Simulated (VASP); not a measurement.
Calculation: PBEsol GGA, VASP's PBE PAW potentials (set 64) (plane waves; VASP 6.6.1).

VASP ran on this input.

**POSCAR**
```
HgTe
1
   -0.0000000000     2.8590074430     2.8590074430
    2.8590074430     0.0000000000     2.8590074430
    2.8590074430     2.8590074430    -0.0000000000
Hg Te
1 1
Direct
  0.0000000000   0.0000000000   0.0000000000
  0.2500000000   0.2500000000   0.2500000000
```

INCAR:
```
ALGO = Normal
EDIFF = 1E-6
EDIFFG = -0.02
ENCUT = 500
GGA = PS
IBRION = 2
ISIF = 3
ISMEAR = 0
LASPH = .True.
LCHARG = .False.
LMAXMIX = 6
LREAL = .False.
LWAVE = .False.
NELM = 100
NSW = 40
PREC = Accurate
PSTRESS = 450
SIGMA = 0.05
SYSTEM = HgTe
```

KPOINTS:
```
Automatic mesh
0
Gamma
 8 8 8
```

POTCAR, in this order: Hg Te (PBE.64 set). Program: vasp_std.

Output of the run:

**OSZICAR**
```
       N       E                     dE             d eps       ncg     rms          rms(c)
DAV:   1     0.115151548336E+03    0.11515E+03   -0.85459E+03   762   0.122E+03
DAV:   2     0.108100461449E+01   -0.11407E+03   -0.10970E+03   839   0.288E+02
DAV:   3    -0.259225010584E+01   -0.36733E+01   -0.36593E+01   909   0.528E+01
DAV:   4    -0.262097080729E+01   -0.28721E-01   -0.28717E-01   920   0.462E+00
DAV:   5    -0.262141087826E+01   -0.44007E-03   -0.44007E-03   904   0.481E-01    0.179E+01
DAV:   6    -0.228643183315E+01    0.33498E+00   -0.70586E-01   884   0.142E+01    0.124E+01
DAV:   7    -0.224814947946E+01    0.38282E-01   -0.23564E-01   849   0.449E+00    0.264E+00
DAV:   8    -0.224348036729E+01    0.46691E-02   -0.32586E-02   809   0.273E+00    0.113E+00
DAV:   9    -0.224315550256E+01    0.32486E-03   -0.21644E-03   834   0.415E-01    0.318E-01
DAV:  10    -0.224314500221E+01    0.10500E-04   -0.14635E-04   904   0.117E-01    0.624E-02
DAV:  11    -0.224314667827E+01   -0.16761E-05   -0.20780E-05   848   0.532E-02    0.211E-02
DAV:  12    -0.224314598573E+01    0.69254E-06   -0.30429E-06   839   0.220E-02
   1 F= 0.10884226E+02 E0= 0.10884234E+02  d E =0.108842E+02
```

**OUTCAR**
```
------------------------ aborting loop because EDIFF is reached ----------------------------------------
  FORCE on cell =-STRESS in cart. coord.  units (eV):
  Direction    XX          YY          ZZ          XY          YZ          ZX
  --------------------------------------------------------------------------------------
  Total       13.1587837     13.1587837     13.1587837      0.0000000     -0.0000000      0.0000000
  in kB      451.0767862    451.0767862    451.0767862      0.0000000     -0.0000000      0.0000000
  external PRESSURE =       1.0767862 kB  Pullay stress =     450.0000000 kB
  volume of cell :       46.74
      direct lattice vectors                 reciprocal lattice vectors
     0.000000000  2.859007443  2.859007443    -0.174885869  0.174885869  0.174885869
     2.859007443  0.000000000  2.859007443     0.174885869 -0.174885869  0.174885869
     2.859007443  2.859007443  0.000000000     0.174885869  0.174885869 -0.174885869
 POSITION                                       TOTAL-FORCE (eV/Angst)
 -----------------------------------------------------------------------------------
      0.00000      0.00000      0.00000         0.000000      0.000000      0.000000
      1.42950      1.42950      1.42950         0.000000     -0.000000     -0.000000
 -----------------------------------------------------------------------------------
    total drift:                                0.000000      0.000000      0.000000
  FREE ENERGIE OF THE ION-ELECTRON SYSTEM (eV)
  ---------------------------------------------------
  free  energy   TOTEN  =        -2.2431459857 eV

  energy  without entropy=       -2.2431294553  energy(sigma->0) =       -2.24313772
  enthalpy is  TOTEN    =        10.8842257919 eV   P V=       13.1273717777

 reached required accuracy - stopping structural energy minimisation
```
(Selected blocks of OUTCAR.)

The structure was generated: HgTe was put into the zinc blende type (F-43m), which need not be its known phase. It was relaxed first under an external pressure of 45 GPa.
